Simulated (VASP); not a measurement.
Calculation: LDA (Ceperley-Alder, Perdew-Zunger), VASP's LDA PAW potentials (set 64) (plane waves; VASP 6.6.1).

VASP input:

File POSCAR:
```
CsH
1
    3.8145920000     0.0000000000     0.0000000000
    0.0000000000     3.8145920000     0.0000000000
    0.0000000000     0.0000000000     3.8145920000
Cs H
1 1
Direct
  0.0000000000   0.0000000000   0.0000000000
  0.5000000000   0.5000000000   0.5000000000
```

### INCAR
```
! general
SYSTEM  = CsH
PREC    = Accurate
ENCUT   = 300
LREAL   = .False.
LASPH   = .True.

! electronic loop
EDIFF   = 1E-6
NELM    = 100
ALGO    = Normal
LMAXMIX = 4

! smearing
ISMEAR  = 0
SIGMA   = 0.01

! ions
IBRION  = 2
NSW     = 50
ISIF    = 3
EDIFFG  = -0.01

! output
LWAVE   = .False.
LCHARG  = .False.
```

KPOINTS:
```
Automatic mesh
0
Gamma
7 7 7
0 0 0
```

POTCAR, in this order: Cs_sv H (LDA.64 set). Program: vasp_std.

At this cut-off the stress carries a Pulay error, which pulls relaxed volumes low. Energy and stress use the plane-wave basis of the starting cell.

Question: Estimate the energy per atom (σ→0), volume per atom.

Answer: 
The energy per atom (σ→0) is -2.481 eV/atom. The volume per atom comes out as 23.92 Å³/atom.

File OSZICAR:
```
...
   4 F= -.49613011E+01 E0= -.49613011E+01  d E =-.616142E-01
       N       E                     dE             d eps       ncg     rms          rms(c)
DAV:   1    -0.496195559047E+01   -0.65417E-03   -0.13778E-02   360   0.725E-01    0.105E-01
DAV:   2    -0.496146885305E+01    0.48674E-03   -0.69720E-04   388   0.161E-01    0.490E-02
DAV:   3    -0.496133074520E+01    0.13811E-03   -0.50396E-04   368   0.134E-01    0.101E-02
DAV:   4    -0.496132878321E+01    0.19620E-05   -0.36403E-06   362   0.159E-02    0.555E-03
DAV:   5    -0.496132840632E+01    0.37689E-06   -0.53892E-07   190   0.485E-03
   5 F= -.49613284E+01 E0= -.49613284E+01  d E =-.616415E-01
```

The structure comes from a computed database's CsH entry (Pm-3m); how it stands against other phases isn't given here. This run relaxes it. Symmetry was kept, so distortions that lower it aren't found. The run is one of a series of settings (EDIFFG = -0.01, IBRION = 2, ISIF = 3, NSW = 50 against the base run), some of them coarse on purpose.
